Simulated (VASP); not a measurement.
OSZICAR of a VASP run on AuZn (CsCl type):

File OSZICAR:
```
       N       E                     dE             d eps       ncg     rms          rms(c)
DAV:   1     0.224093961215E+03    0.22409E+03   -0.14317E+04  1728   0.252E+03
DAV:   2     0.570877645887E+02   -0.16701E+03   -0.16201E+03  1862   0.502E+02
DAV:   3     0.469627730482E+02   -0.10125E+02   -0.99987E+01  2184   0.135E+02
DAV:   4     0.468360869419E+02   -0.12669E+00   -0.12665E+00  2114   0.166E+01
DAV:   5     0.468327900409E+02   -0.32969E-02   -0.32968E-02  2629   0.233E+00    0.111E+01
DAV:   6     0.416252116387E+02   -0.52076E+01   -0.24539E+01  1680   0.724E+01    0.454E+00
DAV:   7     0.417277338463E+02    0.10252E+00   -0.26375E+00  2121   0.317E+01    0.359E+00
DAV:   8     0.415954662005E+02   -0.13227E+00   -0.13227E-01  1792   0.395E+00    0.191E+00
DAV:   9     0.415555568853E+02   -0.39909E-01   -0.17801E-01  2058   0.721E+00    0.261E-01
DAV:  10     0.415506050409E+02   -0.49518E-02   -0.15900E-02  1827   0.207E+00    0.166E-01
DAV:  11     0.415504205173E+02   -0.18452E-03   -0.14611E-03  1807   0.729E-01    0.149E-01
DAV:  12     0.415501752267E+02   -0.24529E-03   -0.77712E-04  2107   0.550E-01    0.349E-02
DAV:  13     0.415501050823E+02   -0.70144E-04   -0.15546E-04  2082   0.135E-01    0.117E-02
DAV:  14     0.415500243405E+02   -0.80742E-04   -0.50737E-05  1694   0.123E-01    0.768E-03
DAV:  15     0.415500212210E+02   -0.31195E-05   -0.14954E-06  1325   0.161E-02    0.422E-03
DAV:  16     0.415500211746E+02   -0.46422E-07   -0.25327E-07   924   0.854E-03
   1 F= 0.41550021E+02 E0= 0.41550257E+02  d E =0.415500E+02
       N       E                     dE             d eps       ncg     rms          rms(c)
DAV:   1     0.405485827190E+02   -0.10014E+01   -0.15096E+01  1729   0.703E+01    0.677E+00
DAV:   2     0.414798318401E+02    0.93125E+00   -0.26833E+00  1960   0.453E+01    0.217E+00
DAV:   3     0.415280710448E+02    0.48239E-01   -0.20028E-01  1910   0.707E+00    0.141E+00
DAV:   4     0.415415544942E+02    0.13483E-01   -0.11516E-02  2385   0.361E+00    0.885E-01
DAV:   5     0.415527734764E+02    0.11219E-01   -0.94669E-03  2121   0.187E+00    0.710E-02
DAV:   6     0.415510627771E+02   -0.17107E-02   -0.20003E-03  2272   0.979E-01    0.380E-02
DAV:   7     0.415511301519E+02    0.67375E-04   -0.28049E-04  2489   0.423E-01    0.264E-02
DAV:   8     0.415510539647E+02   -0.76187E-04   -0.48318E-05  2170   0.252E-01    0.499E-03
DAV:   9     0.415510415620E+02   -0.12403E-04   -0.14500E-05  2073   0.730E-02    0.203E-03
DAV:  10     0.415510399611E+02   -0.16010E-05   -0.93739E-07   889   0.140E-02    0.612E-04
DAV:  11     0.415510399271E+02   -0.34001E-07   -0.12279E-07   868   0.655E-03
   2 F= 0.41551040E+02 E0= 0.41551239E+02  d E =0.101875E-02
       N       E                     dE             d eps       ncg     rms          rms(c)
DAV:   1     0.412958220114E+02   -0.25522E+00   -0.38443E+00  1701   0.386E+01    0.326E+00
DAV:   2     0.415188270235E+02    0.22301E+00   -0.57722E-01  1988   0.167E+01    0.130E+00
DAV:   3     0.415308824465E+02    0.12055E-01   -0.42683E-02  1822   0.284E+00    0.805E-01
DAV:   4     0.415414993882E+02    0.10617E-01   -0.11394E-02  2270   0.252E+00    0.175E-01
DAV:   5     0.415371852743E+02   -0.43141E-02   -0.56990E-03  1858   0.170E+00    0.362E-02
DAV:   6     0.415369419701E+02   -0.24330E-03   -0.23667E-04  1913   0.472E-01    0.100E-02
DAV:   7     0.415369374081E+02   -0.45621E-05   -0.14904E-05  1946   0.673E-02    0.730E-03
DAV:   8     0.415369391382E+02    0.17301E-05   -0.17558E-06  1017   0.514E-02    0.108E-03
DAV:   9     0.415369388577E+02   -0.28052E-06   -0.12883E-06   872   0.159E-02
   3 F= 0.41536939E+02 E0= 0.41537161E+02  d E =-.130823E-01
```

Problem. Which electronic solver shows in the log?

Solution. It is blocked Davidson (ALGO = Normal, or the opening steps of other solvers). The INCAR had ALGO = Normal.

Problem. Can the final energy be trusted as converged?

Solution. Self-consistency was reached. It stopped with EDIFF = 1E-6, NELM = 100, NSW = 60 and EDIFFG = -0.01 after 3 ionic steps (revTPSS meta-GGA, plane waves, VASP's PBE PAW potentials (set 64)). Energy and stress use the plane-wave basis of the starting cell.

The compound is AuZn in the CsCl type structure. This run relaxes it. Symmetry was kept, so distortions that lower it aren't found. The electron count is odd and the run is not spin-polarised, which forces a metal.
